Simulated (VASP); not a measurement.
Method: PBE GGA, VASP's PBE PAW potentials (set 64) (plane waves; VASP 6.6.1).

VASP input:

File POSCAR:
```
NbAl
1
    2.9445618335     0.0000000000    -0.0000000000
   -1.4722809167     2.5500653971    -0.0000000000
   -0.0000000000    -0.0000000000     9.2566188584
Nb Al
2 2
Direct
  0.0000000000   0.0000000000   0.0000000000
  0.0000000000   0.0000000000   0.5000000000
  0.3333330000   0.6666670000   0.2500000000
  0.6666670000   0.3333330000   0.7500000000
```

### KPOINTS
```
k-points along high-symmetry lines
10
Line-mode
Reciprocal
  0.000000   0.000000   0.000000 ! GAMMA
  0.500000   0.000000   0.000000 ! M

  0.500000   0.000000   0.000000 ! M
  0.333333   0.333333   0.000000 ! K

  0.333333   0.333333   0.000000 ! K
  0.000000   0.000000   0.000000 ! GAMMA

  0.000000   0.000000   0.000000 ! GAMMA
  0.000000   0.000000   0.500000 ! A

  0.000000   0.000000   0.500000 ! A
  0.500000   0.000000   0.500000 ! L

  0.500000   0.000000   0.500000 ! L
  0.333333   0.333333   0.500000 ! H

  0.333333   0.333333   0.500000 ! H
  0.000000   0.000000   0.500000 ! A

  0.500000   0.000000   0.500000 ! L
  0.500000   0.000000   0.000000 ! M

  0.333333   0.333333   0.500000 ! H
  0.333333   0.333333   0.000000 ! K
```

### INCAR
```
EDIFF = 1E-7   # SCF stop (eV)
NELM = 100
LCHARG = .FALSE.
PREC = Accurate
SIGMA = 0.05   # width (eV)
SYSTEM = NbAl
ENCUT = 400
LORBIT = 11   # lm-projected
GGA = PE   # PBE
ALGO = Normal
LMAXMIX = 4   # l cut-off of mixed one-centre charges
LWAVE = .FALSE.
LASPH = .TRUE.   # aspherical one-centre terms
ICHARG = 11   # fixed density
ISMEAR = 0   # Gaussian
LREAL = .FALSE.   # projection in real space or not
```

POTCAR, in this order: Nb_sv Al (PBE.64 set). Program: vasp_std. Read from the step before: CHGCAR.

Output

File OUTCAR:
```
 ion  position               nearest neighbor table
   1  0.000  0.000  0.000-   3 2.87   4 2.87   4 2.87   3 2.87   4 2.87   3 2.87
   2  0.000  0.000  0.500-   3 2.87   4 2.87   4 2.87   3 2.87   4 2.87   3 2.87
   3  0.333  0.667  0.250-   1 2.87   2 2.87   1 2.87   2 2.87   1 2.87   2 2.87
   4  0.667  0.333  0.750-   1 2.87   2 2.87   1 2.87   2 2.87   1 2.87   2 2.87
  LATTYP: Found a hexagonal cell.
 ALAT       =     2.9445618335
 C/A-ratio  =     3.1436320179
 Subroutine PRICEL returns:
 Original cell was already a primitive cell.
 Subroutine GETGRP returns: Found 24 space group operations
The static configuration has the point symmetry D_3d.
 The point group associated with its full space group is D_6h.
The dynamic configuration has the point symmetry D_3d.
 Subroutine INISYM returns: Found 24 space group operations
   k-points           NKPTS =     90   k-points in BZ     NKDIM =     90   number of bands    NBANDS=     20
   number of dos      NEDOS =    301   number of ions     NIONS =      4
   total plane-waves  NPLWV =  24000
   dimension x,y,z NGX =    20 NGY =   20 NGZ =   60
   dimension x,y,z NGXF=    40 NGYF=   40 NGZF=  120
   ions per type =               2   2
   PREC   = accura    normal or accurate (medium, high low for compatibility)
   ISTART =      0    job   : 0-new  1-cont  2-samecut
   ICHARG =     11    charge: 1-file 2-atom 10-const
   ISPIN  =      1    spin polarized calculation?
   LNONCOLLINEAR =      F non collinear calculations
   LSORBIT =      F    spin-orbit coupling
   INIWAV =      1    electr: 0-lowe 1-rand  2-diag
   ENCUT  =  400.0 eV  29.40 Ry    5.42 a.u.   4.80  4.80 15.10*2*pi/ulx,y,z
   NELM   =    100;   NELMIN=  2; NELMDL= -5     # of ELM steps
   EDIFF  = 0.1E-06   stopping-criterion for ELM
   LREAL  =      F    real-space projection
   NLSPLINE    = F    spline interpolate recip. space projectors
   LMAXMIX     =    4 max onsite mixed and CHGCAR
   VOSKOWN=      0    Vosko Wilk Nusair interpolation
   EDIFFG = 0.1E-05   stopping-criterion for IOM
   NSW    =      0    number of steps for IOM
   NBLOCK =      1;   KBLOCK =      1    inner block; outer block
   IBRION =     -1    ionic relax: 0-MD 1-quasi-New 2-CG
   NFREE  =      0    steps in history (QN), initial steepest desc. (CG)
   ISIF   =      2    stress and relaxation
   ISYM   =      2    0-nonsym 1-usesym 2-fastsym
   TEIN   =    0.0    initial temperature
   TEBEG  =    0.0;   TEEND  =   0.0 temperature during run
   SMASS  =  -3.00    Nose mass-parameter (am)
   PSTRESS=    0.0 pullay stress
   NELECT =      32.0000    total number of electrons
   EFERMI =   0.00;   METHOD = LEGACY
   ISMEAR =     0;   SIGMA  =   0.05  broadening in eV -4-tet -1-fermi 0-gaus
   IALGO  =     38    algorithm
   LDIAG  =      T    sub-space diagonalisation (order eigenvalues)
   IMIX   =      4    mixing-type and parameters
     AMIX     =   0.40;   BMIX     =  1.00
     AMIX_MAG =   1.60;   BMIX_MAG =  1.00
     AMIN     =   0.10
   GGA     = PE    functional components
   VOSKOWN =     0    Vosko Wilk Nusair interpolation
   LHFCALC =     F    Hartree Fock is set to
   LHFONE  =     F    Hartree Fock one center treatment
   AEXX    =    0.0000 exact exchange contribution
   IVDW    =     0    specifies the selected vdW correction
   LEPSILON=     F    determine dielectric tensor
   LRPA    =     F    only Hartree local field effects (RPA)
  energy-cutoff  :      400.00
  volume of cell :       69.51
      direct lattice vectors                 reciprocal lattice vectors
     2.944561833  0.000000000  0.000000000     0.339609102  0.196073403  0.000000000
    -1.472280917  2.550065397  0.000000000     0.000000000  0.392146806  0.000000000
     0.000000000  0.000000000  9.256618858     0.000000000  0.000000000  0.108030806
 k-point     1 :   0.0000 0.0000 0.0000  plane waves:    1267
 k-point     2 :   0.0556 0.0000 0.0000  plane waves:    1261
 k-point     3 :   0.1111 0.0000 0.0000  plane waves:    1257
 k-point     4 :   0.1667 0.0000 0.0000  plane waves:    1262
 k-point     5 :   0.2222 0.0000 0.0000  plane waves:    1254
 k-point     6 :   0.2778 0.0000 0.0000  plane waves:    1256
...
```

**OSZICAR**
```
       N       E                     dE             d eps       ncg     rms          rms(c)
DAV:   1     0.249514836047E+03    0.24951E+03   -0.14802E+04  3744   0.128E+03
DAV:   2    -0.900967549014E+01   -0.25852E+03   -0.25201E+03  4576   0.460E+02
DAV:   3    -0.284245176456E+02   -0.19415E+02   -0.18309E+02  6688   0.890E+01
DAV:   4    -0.295485030708E+02   -0.11240E+01   -0.10999E+01  5000   0.190E+01
DAV:   5    -0.296177741173E+02   -0.69271E-01   -0.68525E-01  6132   0.448E+00
DAV:   6    -0.296208266445E+02   -0.30525E-02   -0.30407E-02  5300   0.760E-01
DAV:   7    -0.296210114341E+02   -0.18479E-03   -0.18465E-03  5788   0.168E-01
DAV:   8    -0.296210233528E+02   -0.11919E-04   -0.11891E-04  5580   0.348E-02
DAV:   9    -0.296210243468E+02   -0.99404E-06   -0.99491E-06  4572   0.877E-03
DAV:  10    -0.296210244305E+02   -0.83693E-07   -0.82394E-07  3652   0.232E-03
   1 F= -.29621024E+02 E0= -.29619710E+02  d E =-.262979E-02
```

File OUTCAR:
```
 val. band max:        9.4751559759   @ k =   0.1852   0.1852   0.0000

 cond. band min:       9.5042581957   @ k =   0.4259   0.1481   0.0000



 k-point     1 :       0.0000    0.0000    0.0000
  band No.  band energies     occupation
      1     -45.2983      2.00000
      2     -45.2981      2.00000
      3     -21.5286      2.00000
      4     -21.5159      2.00000
      5     -20.7430      2.00000
      6     -20.7430      2.00000
      7     -20.7429      2.00000
      8     -20.7429      2.00000
      9       0.4644      2.00000
     10       1.7079      2.00000
     11       4.0315      2.00000
     12       6.1900      2.00000
     13       7.9830      2.00000
     14       8.1284      2.00000
     15       9.9626      0.00000
     16       9.9626      0.00000
     17       9.9896      0.00000
     18       9.9896      0.00000
     19      12.1405      0.00000
     20      12.2003      0.00000

 k-point     2 :       0.0556    0.0000    0.0000
  band No.  band energies     occupation
      1     -45.2939      2.00000
      2     -45.2937      2.00000
      3     -21.5235      2.00000
      4     -21.5109      2.00000
      5     -20.7752      2.00000
      6     -20.7751      2.00000
      7     -20.7502      2.00000
      8     -20.7501      2.00000
      9       0.5409      2.00000
     10       1.7614      2.00000
     11       4.1336      2.00000
     12       6.2912      2.00000
     13       8.0422      2.00000
     14       8.0688      2.00000
     15       9.8454      0.00000
     16       9.8884      0.00000
     17      10.0561      0.00000
     18      10.0838      0.00000
     19      11.9290      0.00000
     20      12.1201      0.00000

 k-point     3 :       0.1111    0.0000    0.0000
  band No.  band energies     occupation
      1     -45.2813      2.00000
      2     -45.2811      2.00000
      3     -21.5086      2.00000
      4     -21.4966      2.00000
      5     -20.8674      2.00000
      6     -20.8670      2.00000
...
```

The density is held fixed in this step, so its total energy and stress have no physical meaning.

The structure was generated: NbAl was put into the NiAs type type (P6_3/mmc), which need not be its known phase. It was relaxed first, which changed the volume by -38 %.
